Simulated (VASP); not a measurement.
Output of a VASP run:

File OSZICAR:
```
       N       E                     dE             d eps       ncg     rms          rms(c)
DAV:   1     0.166890257862E+02    0.16689E+02   -0.41327E+03  9704   0.108E+03
DAV:   2    -0.690310928793E+01   -0.23592E+02   -0.22441E+02  9293   0.128E+02
DAV:   3    -0.720949350649E+01   -0.30638E+00   -0.30570E+00 10308   0.197E+01
DAV:   4    -0.721091497729E+01   -0.14215E-02   -0.14198E-02 10000   0.124E+00
DAV:   5    -0.721092801589E+01   -0.13039E-04   -0.13033E-04 10026   0.108E-01    0.116E+01
DAV:   6    -0.624078014543E+01    0.97015E+00   -0.12386E+01  9732   0.570E+01    0.507E+00
DAV:   7    -0.617583001034E+01    0.64950E-01   -0.73582E-01  9737   0.136E+01    0.312E+00
DAV:   8    -0.616835217496E+01    0.74778E-02   -0.66570E-03 11444   0.677E-01    0.144E+00
DAV:   9    -0.616072998336E+01    0.76222E-02   -0.59748E-03 11735   0.619E-01    0.379E-01
DAV:  10    -0.616095194186E+01   -0.22196E-03   -0.12932E-03 11209   0.414E-01    0.143E-01
DAV:  11    -0.616092902579E+01    0.22916E-04   -0.11605E-04  9734   0.172E-01    0.349E-02
DAV:  12    -0.616092563915E+01    0.33866E-05   -0.37212E-06  9755   0.336E-02    0.964E-03
DAV:  13    -0.616092568025E+01   -0.41108E-07   -0.12413E-06  9595   0.126E-02    0.409E-03
DAV:  14    -0.616092653933E+01   -0.85908E-06   -0.99622E-08  5001   0.397E-03    0.644E-04
DAV:  15    -0.616092666991E+01   -0.13058E-06   -0.55445E-09  4656   0.860E-04    0.258E-04
DAV:  16    -0.616092668567E+01   -0.15764E-07   -0.11940E-09  4639   0.316E-04
   1 F= -.61609267E+01 E0= -.61609267E+01  d E =0.000000E+00  mag=     2.1196
```

OUTCAR:
```
------------------------ aborting loop because EDIFF is reached ----------------------------------------
  FORCE on cell =-STRESS in cart. coord.  units (eV):
  Direction    XX          YY          ZZ          XY          YZ          ZX
  --------------------------------------------------------------------------------------
  Total        0.0270501      0.0270501      0.0270501      0.0000000     -0.0000000      0.0000000
  in kB        3.9290126      3.9290126      3.9290126      0.0000000     -0.0000000      0.0000000
  external PRESSURE =       3.9290126 kB  Pullay stress =       0.0000000 kB
  volume of cell :       11.03
      direct lattice vectors                 reciprocal lattice vectors
    -1.402313665  1.402313665  1.402313665     0.000000000  0.356553610  0.356553610
     1.402313665 -1.402313665  1.402313665     0.356553610  0.000000000  0.356553610
     1.402313665  1.402313665 -1.402313665     0.356553610  0.356553610  0.000000000
 POSITION                                       TOTAL-FORCE (eV/Angst)
 -----------------------------------------------------------------------------------
      0.00000      0.00000      0.00000        -0.000000     -0.000000      0.000000
 -----------------------------------------------------------------------------------
    total drift:                                0.000000     -0.000000      0.000000
  FREE ENERGIE OF THE ION-ELECTRON SYSTEM (eV)
  ---------------------------------------------------
  free  energy   TOTEN  =        -6.1609266857 eV

  energy  without entropy=       -6.1609266857  energy(sigma->0) =       -6.16092669

 total charge

# of ion       s       p       d       tot
------------------------------------------
    1        0.500   0.563   6.281   7.344

 magnetization (x)

# of ion       s       p       d       tot
------------------------------------------
    1       -0.013  -0.049   2.165   2.103
```
(Selected blocks of OUTCAR.)

**POSCAR**
```
Fe
1
   -1.4023136652     1.4023136652     1.4023136652
    1.4023136652    -1.4023136652     1.4023136652
    1.4023136652     1.4023136652    -1.4023136652
Fe
1
Direct
  0.0000000000   0.0000000000   0.0000000000
```

Write an INCAR and KPOINTS that could have produced this output.

Several could match; the one computed here: the input of the run itself, rev-vdW-DF2, plane waves, VASP's PBE PAW potentials (set 64).

**KPOINTS**
```
Automatic mesh
0
Gamma
20 20 20
0 0 0
```

**INCAR**
```
# general
SYSTEM  =Fe
PREC    =Accurate
ENCUT   =520
LREAL   =.FALSE.
LASPH   =.TRUE.

# electronic loop
EDIFF   =1E-7
NELM    =100
ALGO    =Normal
LMAXMIX =4

# smearing
ISMEAR  =-5

# functional
GGA     =MK
LUSE_VDW=.TRUE.
AGGAC   =0.0
PARAM1  =0.1234568
PARAM2  =0.7114
ZAB_VDW =-1.8867

# spin
ISPIN   =2
MAGMOM  =2.1

# ions
ISIF    =2

# output
LWAVE   =.FALSE.
LCHARG  =.TRUE.
LORBIT  =11
NEDOS   =601
```

POTCAR, in this order: Fe (PBE.64 set). Program: vasp_std.

For a metal the tetrahedron method with Blöchl corrections gives inexact stress and forces.

The compound is Fe in the bcc structure. It was relaxed first, which changed the volume by -7 %.
